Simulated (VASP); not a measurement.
Data:

```xyz
1
Lattice="0.0000 2.0285 2.0285 2.0285 0.0000 2.0285 2.0285 2.0285 0.0000" Properties=species:S:1:pos:R:3 pbc="T T T"
Pt     0.0000     0.0000     0.0000
```

Method: PW91 GGA, VASP's PBE PAW potentials (set 64) (plane waves; VASP). Settings: 520 eV cut-off, 16×16×16 Γ-centred mesh, first-order Methfessel-Paxton smearing of 0.10 eV, potentials Pt.

Q: Give the stress tensor in GPa (positive for a compressed cell).

A: 
```
-12.24    0.00    0.00
  0.00  -12.24    0.00
  0.00    0.00  -12.24
```
The pressure is its mean diagonal, -12.24 GPa.

The compound is Pt in the fcc structure. This cell is one point of a volume scan, at 1.06 of the reference volume.
